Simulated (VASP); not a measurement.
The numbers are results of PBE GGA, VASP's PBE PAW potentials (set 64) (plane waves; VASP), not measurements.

The input files of a VASP run:

### INCAR
```
! general
SYSTEM  = YN
PREC    = Accurate
ENCUT   = 620
LREAL   = .FALSE.
LASPH   = .TRUE.

! electronic loop
EDIFF   = 1E-6
NELM    = 100
ALGO    = Normal
LMAXMIX = 4

! smearing
ISMEAR  = 0
SIGMA   = 0.05

! functional
GGA     = PE

! ions
IBRION  = 2
NSW     = 40
ISIF    = 3
EDIFFG  = -0.02
PSTRESS = 50

! output
LWAVE   = .FALSE.
LCHARG  = .FALSE.
```

### KPOINTS
```
Regular mesh
0
gamma
9 9 9
```

**POSCAR**
```
YN
1
    0.0000000000     2.4279366295     2.4279366295
    2.4279366295     0.0000000000     2.4279366295
    2.4279366295     2.4279366295     0.0000000000
Y N
1 1
Direct
  0.0000000000   0.0000000000   0.0000000000
  0.5000000000   0.5000000000   0.5000000000
```

POTCAR, in this order: Y_sv N (PBE.64 set). Program: vasp_std.

Problem. What will the output report for the number of irreducible k-points (NKPTS), largest plane-wave count, number of space-group operations, FFT grid (NGX, NGY, NGZ)?

Solution. 
The number of irreducible k-points (NKPTS) comes out as 35, the largest plane-wave count is 1018 and the number of space-group operations is 48. The FFT grid (NGX, NGY, NGZ) comes out as 28 × 28 × 28.

The compound is YN in the rock salt structure. It was relaxed first under an external pressure of 5 GPa.
